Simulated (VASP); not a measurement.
Given:

```yaml
crystal:
  lattice:
    - [0.00000, 2.84633, 2.84633]
    - [2.84633, 0.00000, 2.84633]
    - [2.84633, 2.84633, 0.00000]
  atoms:
    - { symbol: Mg, position: [0.00000, 0.00000, 0.00000] }
    - { symbol: S, position: [0.75000, 0.75000, 0.75000] }
```

The numbers are results of modified Becke-Johnson potential (mBJ), VASP's PBE PAW potentials (set 64) (plane waves; VASP 6.6.1), not measurements. Numerical set-up: 400 eV cut-off, 6×6×6 Γ-centred mesh, Gaussian smearing of 0.050 eV, potentials Mg S.

mBJ is a potential without an energy functional, so only the levels count.

Give the energies of bands 2 to 7 at the high-symmetry points, in eV from the valence-band maximum.

```json
[
 {"band": "2", "Γ": "0.00", "X": "-2.39", "U": "-2.10", "L": "-2.63", "W": "-1.94"},
 {"band": "3", "Γ": "0.00", "X": "-0.88", "U": "-1.54", "L": "-0.28", "W": "-1.53"},
 {"band": "4", "Γ": "0.00", "X": "-0.88", "U": "-0.69", "L": "-0.28", "W": "-1.06"},
 {"band": "5", "Γ": "4.97", "X": "5.30", "U": "6.17", "L": "6.41", "W": "6.77"},
 {"band": "6", "Γ": "8.97", "X": "6.82", "U": "8.04", "L": "8.70", "W": "9.00"},
 {"band": "7", "Γ": "8.97", "X": "12.38", "U": "10.59", "L": "8.70", "W": "9.14"}
]
```

The gap is direct, 4.97 eV, from the valence maximum at Γ to the conduction minimum at Γ.

The structure comes from a computed database's MgS entry (F-43m); how it stands against other phases isn't given here. It was relaxed first. The cell's shape comes from a PBE relaxation.
